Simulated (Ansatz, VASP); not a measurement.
# Te3Pd in VASP and in Ansatz

```
CELL_PARAMETERS angstrom
0.00000 4.15776 4.15776
4.15776 0.00000 4.15776
4.15776 4.15776 0.00000
ATOMIC_POSITIONS crystal
Te 0.25000 0.25000 0.25000
Te 0.75000 0.75000 0.75000
Te 0.50000 0.50000 0.50000
Pd 0.00000 0.00000 0.00000
```

Change from the starting cell: species swapped into the Li3Ag type (Fm-3m, No. 225).

Alike in both runs: task relaxation of cell and atoms; functional PBE; k mesh 4 × 4 × 4; occupations gaussian, width 0.1 eV; no spin polarisation.

|  | VASP | Ansatz |
| --- | --- | --- |
| version | VASP 6.6.1 | Ansatz 0.2.0 |
| potentials or method | VASP PAW PBE potentials, release 64 (Te, Pd) | scalar-relativistic, plane waves, PAW |
| plane-wave cutoff (eV) | 600 | 420 |
| valence electrons in the cell | 28 | 66 |

Ansatz gave:

| Property | Result |
| --- | --- |
| gap on the k mesh at the Fermi level, each at its own relaxed structure (eV) | none |
| relaxed volume (Å³/atom) | 24.38 |
| relaxed cell length with the largest relative difference (Å) | 5.167 |
| energy change over the relaxation (meV/atom) | -507 |

**Question.** Estimate VASP's values.

**Answer.** gap on the k mesh at the Fermi level, each at its own relaxed structure (eV): none; relaxed volume (Å³/atom): 24.27; relaxed cell length with the largest relative difference (Å): 5.159; energy change over the relaxation (meV/atom): -512.

A gap of «none» marks a metal or a gap that the smearing closes. The two sets of potentials don't hold the same shells in valence.

Caveats: the volume moved by over 15 % at a fixed basis, so the end points are rough. The runs have no spin-orbit coupling, so splittings on Te are missing.
